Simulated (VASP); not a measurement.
# CsLiCr2Te2S3 (Pm) in VASP: settings compared, part 2 of 2

VASP 6.6.1.

**3. Relaxation of cell and atoms, LDA, collinear spin, ferromagnetic start**

Input file INCAR:

```
SYSTEM = CsLiCr2Te2S3
  PREC = Accurate
  ENCUT = 600
  EDIFF = 1E-6
  ISMEAR = -1
  SIGMA = 0.05
  LREAL = .False.
  LASPH = .True.
  NELM = 120
  ALGO = Normal
  ISIF = 3
  LWAVE = .False.
  LCHARG = .False.
  ISPIN = 2
  MAGMOM = 0 0 3 3 0 0 0 0 0
  LORBIT = 11
  LMAXMIX = 4
  IBRION = 2
  NSW = 60
  EDIFFG = -0.02
  KPAR = 4
```

Input file KPOINTS:

```
regular mesh
0
Gamma
  4 7 3
  0 0 0
```

Input file POSCAR:

```
CsLiCr2Te2S3
1.0
    7.0568400000      0.0000000000      0.0078800000
    0.0000000000      3.9806000000      0.0000000000
   -2.6830200000      0.0000000000      8.6786900000
Cs Li Cr Te S
1 1 2 2 3
Direct
    0.0773900000      0.0000000000      0.3770600000
    0.8642400000      0.5000000000      0.7888300000
    0.1264600000      0.0000000000      0.9461600000
    0.5929000000      0.5000000000      0.9716500000
    0.5083800000      0.0000000000      0.1527000000
    0.5561200000      0.0000000000      0.7489300000
    0.8742600000      0.0000000000      0.6850200000
    0.2517600000      0.5000000000      0.8440200000
    0.9629400000      0.5000000000      0.0535700000
```

Potentials or basis: VASP PAW LDA potentials, release 64 (Cs_sv, Li_sv, Cr_pv, Te, S).

Launch:

```sh
> cat potpaw_LDA.64/Cs_sv/POTCAR potpaw_LDA.64/Li_sv/POTCAR potpaw_LDA.64/Cr_pv/POTCAR potpaw_LDA.64/Te/POTCAR potpaw_LDA.64/S/POTCAR > POTCAR
> mpirun -np 4 vasp_std > vasp.out
```

Run time: 25 min. Hardware: 4 MPI ranks of Intel Xeon 6975P-C (Granite Rapids), shared host; peak memory 0.78 GiB.

It converged, with:

* Free energy: -50.8751 eV
* Relaxed volume: 24.08 Å³/atom
* Relaxed cell: a = 6.866 Å, b = 3.835 Å, c = 8.653 Å, α = 90.00°, β = 108.00°, γ = 90.00°
* Space group after relaxing (to 0.05 Å): Pm (No. 6)
* Energy gained by relaxing: 35.7 meV/atom
* Ionic steps: 21
* Pressure after relaxing: 0.0 GPa
* Largest force after relaxing: 0.018 eV/Å
* Band gap on the k mesh: 0.18 eV, indirect (least direct gap 0.25 eV)
* Net moment: 5.98 μB per cell
* Site moments: Cs +0.00; Li +0.00; Cr +2.90, +2.76; Te -0.08, -0.02; S -0.02, -0.06 μB
* Valence electrons inside the program's atomic spheres: Cs 6.56; Li 2.18; Cr 10.65, 10.74; Te 3.44, 3.41; S 3.75, 3.71, 3.72

Forces on the atoms (eV/Å):
```
Cs   0.013  0.000 -0.013
Li   0.005  0.000  0.007
Cr  -0.004  0.000 -0.006
Cr  -0.007  0.000 -0.012
Te   0.001  0.000 -0.005
Te   0.002  0.000  0.008
S   -0.018  0.000 -0.001
S    0.000  0.000  0.013
S    0.009  0.000  0.008
```

The path:
| step | energy change (eV) | largest force (eV/Å) | pressure (GPa) | volume (Å³) |
| --- | --- | --- | --- | --- |
| 1 | 0.0000 | 0.5567 | -4.06 | 243.87 |
| 2 | -0.2415 | 0.8652 | 1.35 | 220.41 |
| 3 | -0.2678 | 0.5977 | -0.13 | 225.58 |
| 4 | -0.2922 | 0.2136 | -0.07 | 223.53 |
| 5 | -0.2935 | 0.2255 | -0.04 | 222.89 |
| 6 | -0.3019 | 0.1443 | -0.12 | 222.17 |
| 7 | -0.3035 | 0.2187 | -0.24 | 220.40 |
| 8 | -0.3061 | 0.1353 | -0.16 | 221.17 |
| 9 | -0.3101 | 0.0634 | 0.05 | 219.79 |
| 10 | -0.3115 | 0.0839 | 0.28 | 218.49 |
| 11 | -0.3141 | 0.0704 | 0.19 | 218.41 |
| 12 | -0.3168 | 0.0998 | -0.12 | 218.17 |
| 13 | -0.3169 | 0.0958 | -0.08 | 218.20 |
| 14 | -0.3181 | 0.0646 | -0.05 | 217.85 |
| 15 | -0.3191 | 0.0828 | 0.03 | 217.02 |
| 16 | -0.3191 | 0.0733 | 0.03 | 217.12 |
| 17 | -0.3197 | 0.0541 | -0.01 | 217.08 |
| 18 | -0.3203 | 0.0523 | -0.06 | 216.98 |
| 19 | -0.3207 | 0.0320 | 0.06 | 216.50 |
| 20 | -0.3207 | 0.0315 | 0.08 | 216.44 |
| 21 | -0.3209 | 0.0180 | 0.00 | 216.70 |

Final structure:
```
Cs Li Cr Te S
1.0
     6.86570    0.00000   -0.02219
     0.00000    3.83537    0.00000
    -2.64672    0.00000    8.23807
Cs Li Cr Te S
1 1 2 2 3
Direct
  0.08017 0.00000 0.38178
  0.85057 0.50000 0.78503
  0.12621 0.00000 0.94357
  0.59832 0.50000 0.97655
  0.51137 0.00000 0.16181
  0.55171 0.00000 0.74593
  0.87499 0.00000 0.67768
  0.25236 0.50000 0.83935
  0.96876 0.50000 0.05624
```

Levels at points of the mesh, in eV from the valence-band top:
Spin up:
| k point | band 33 | band 34 | band 35 | band 36 | band 37 | band 38 | band 39 | band 40 |
| --- | --- | --- | --- | --- | --- | --- | --- | --- |
| (0.00, 0.00, 0.00) | -1.14 | -0.81 | -0.26 | 0.00 | 0.67 | 1.42 | 1.53 | 1.92 |
| (0.50, 0.00, 0.00) | -0.76 | -0.71 | -0.42 | -0.35 | 0.71 | 1.22 | 1.59 | 1.59 |
Spin down:
| k point | band 28 | band 29 | band 30 | band 31 | band 32 | band 33 |
| --- | --- | --- | --- | --- | --- | --- |
| (0.00, 0.00, 0.00) | -1.53 | -1.27 | -0.58 | 0.25 | 0.58 | 1.08 |
| (0.50, 0.00, 0.00) | -1.57 | -1.32 | -0.19 | 0.18 | 0.71 | 1.00 |

Caveat: the cutoff is under 1.25 times the usual one of these potentials, so pressure, stress and relaxed cells hold a basis-set (Pulay) error; spin-orbit coupling is left out, which moves the levels of the heavy elements; an odd mesh through Γ misses points on the zone boundary, where band edges often lie; only a ferromagnetic start was run, and an antiferromagnetic order may lie lower in energy.

**4. Relaxation of cell and atoms, PBEsol, collinear spin, ferromagnetic start**

INCAR, as its differences from that of step 3:

```diff
@@ -17,2 +17,3 @@
   LMAXMIX = 4
+  GGA = PS
   IBRION = 2
```

KPOINTS is that of step 3.

POSCAR is that of step 3.

Potentials or basis: VASP PAW PBE potentials, release 64 (Cs_sv, Li_sv, Cr_pv, Te, S).

Launch:

```sh
> cat potpaw_PBE.64/Cs_sv/POTCAR potpaw_PBE.64/Li_sv/POTCAR potpaw_PBE.64/Cr_pv/POTCAR potpaw_PBE.64/Te/POTCAR potpaw_PBE.64/S/POTCAR > POTCAR
> mpirun -np 4 vasp_std > vasp.out
```

It took 19 min on 4 MPI ranks of Intel Xeon 6975P-C (Granite Rapids), shared host; peak memory 0.92 GiB.

Results (log left out):

```yaml
Free_energy: -49.0129 eV
Relaxed_volume: 25.39 Å³/atom
Relaxed_cell: a = 6.931 Å, b = 3.907 Å, c = 8.848 Å, α = 90.00°, β = 107.47°, γ = 90.00°
Space_group_after_relaxing_to_0.05_Å: Pm (No. 6)
Energy_gained_by_relaxing: 10.6 meV/atom
Ionic_steps: 17
Pressure_after_relaxing: 0.0 GPa
Largest_force_after_relaxing: 0.019 eV/Å
Band_gap_on_the_k_mesh: 0.44 eV, indirect (least direct gap 0.60 eV)
Net_moment: 6.00 μB per cell
Site_moments: Cs +0.00; Li +0.00; Cr +3.02, +2.89; Te -0.13, -0.04; S -0.03, -0.10, -0.05 μB
Valence_electrons_inside_the_program's_atomic_spheres: Cs 6.57; Li 2.15; Cr 10.56, 10.66; Te 3.42, 3.38; S 3.72, 3.69, 3.70
```

Forces on the atoms (eV/Å):
```
Cs   0.007  0.000  0.009
Li  -0.001  0.000 -0.002
Cr   0.001  0.000 -0.003
Cr  -0.006  0.000  0.005
Te   0.009  0.000 -0.016
Te   0.004  0.000  0.009
S   -0.013  0.000  0.000
S   -0.009  0.000  0.004
S    0.007  0.000 -0.005
```

Step by step:
| step | energy change (eV) | largest force (eV/Å) | pressure (GPa) | volume (Å³) |
| --- | --- | --- | --- | --- |
| 1 | 0.0000 | 0.3197 | -2.19 | 243.87 |
| 2 | -0.0724 | 0.4644 | 0.57 | 231.05 |
| 3 | -0.0781 | 0.3419 | -0.06 | 233.65 |
| 4 | -0.0863 | 0.1171 | -0.04 | 232.46 |
| 5 | -0.0871 | 0.1074 | -0.03 | 231.93 |
| 6 | -0.0899 | 0.0708 | -0.03 | 231.43 |
| 7 | -0.0907 | 0.0875 | -0.04 | 230.54 |
| 8 | -0.0911 | 0.0645 | -0.02 | 230.85 |
| 9 | -0.0921 | 0.0379 | -0.02 | 230.55 |
| 10 | -0.0933 | 0.0907 | 0.03 | 229.64 |
| 11 | -0.0941 | 0.0624 | -0.01 | 229.53 |
| 12 | -0.0944 | 0.0476 | -0.08 | 229.37 |
| 13 | -0.0949 | 0.0313 | -0.01 | 228.81 |
| 14 | -0.0949 | 0.0338 | 0.03 | 228.52 |
| 15 | -0.0951 | 0.0234 | 0.04 | 228.48 |
| 16 | -0.0952 | 0.0282 | 0.01 | 228.42 |
| 17 | -0.0954 | 0.0190 | -0.01 | 228.51 |

Final structure:
```
Cs Li Cr Te S
1.0
     6.93072    0.00000   -0.00503
     0.00000    3.90671    0.00000
    -2.65062    0.00000    8.44131
Cs Li Cr Te S
1 1 2 2 3
Direct
  0.07864 0.00000 0.37844
  0.85621 0.50000 0.78706
  0.12610 0.00000 0.94476
  0.59613 0.50000 0.97458
  0.50950 0.00000 0.15729
  0.55366 0.00000 0.74798
  0.87510 0.00000 0.68067
  0.25215 0.50000 0.84123
  0.96697 0.50000 0.05593
```

Levels at points of the mesh, in eV from the valence-band top:
Spin up:
```tsv
k point	band 33	band 34	band 35	band 36	band 37	band 38	band 39	band 40
(0.00, 0.00, 0.00)	-1.13	-0.78	-0.32	0.00	0.73	1.49	1.52	1.89
(0.50, 0.00, 0.00)	-0.76	-0.75	-0.39	-0.38	0.72	1.27	1.58	1.66
```
Spin down:
```csv
k point,band 26,band 27,band 28,band 29,band 30,band 31,band 32,band 33,band 34,band 35
"(0.00, 0.00, 0.00)",-1.75,-1.46,-1.35,-1.16,-0.49,0.61,0.99,1.44,1.50,1.62
"(0.50, 0.00, 0.00)",-2.24,-1.49,-1.42,-1.19,-0.17,0.49,1.13,1.39,1.49,1.81
```

Caveat: the cutoff is under 1.25 times the usual one of these potentials, so pressure, stress and relaxed cells hold a basis-set (Pulay) error; the PAW data sets were made with another functional, which shifts forces and pressure a little; spin-orbit coupling is left out, which moves the levels of the heavy elements; an odd mesh through Γ misses points on the zone boundary, where band edges often lie; only a ferromagnetic start was run, and an antiferromagnetic order may lie lower in energy. Expect the measured gap to be larger: semilocal functionals such as PBEsol lack the derivative discontinuity.

**5. The runs side by side**

| level | potentials or basis | gap on the mesh (eV) | pressure (GPa) | moment (μB) | relaxed volume (Å³/atom) | largest force (eV/Å) |
| --- | --- | --- | --- | --- | --- | --- |
| PBE | VASP PAW PBE potentials, release 64 (Cs_sv, Li_sv, Cr_pv, Te, S) | 0.46 | 0.0 | 6.00 | - | 0.02 |
| LDA | VASP PAW LDA potentials, release 64 (Cs_sv, Li_sv, Cr_pv, Te, S) | 0.18 | 0.0 | 5.98 | 24.08 | 0.02 |
| PBEsol | VASP PAW PBE potentials, release 64 (Cs_sv, Li_sv, Cr_pv, Te, S) | 0.44 | 0.0 | 6.00 | 25.39 | 0.02 |

Alike in all rows: task relaxation of cell and atoms; spin collinear, ferromagnetic start; cell relaxed; k mesh 4 × 7 × 3; cutoff (eV) 600; smearing fermi-dirac 0.05 eV.

Caveats: the cutoff is under 1.25 times the usual one of these potentials, so pressure, stress and relaxed cells hold a basis-set (Pulay) error; spin-orbit coupling is left out, which moves the levels of the heavy elements; an odd mesh through Γ misses points on the zone boundary, where band edges often lie; only a ferromagnetic start was run, and an antiferromagnetic order may lie lower in energy; the relaxation stopped at its first step, so nothing moved (some runs); the PAW data sets were made with another functional, which shifts forces and pressure a little (some runs).

Absolute energies hang on the potentials; compare differences alone.
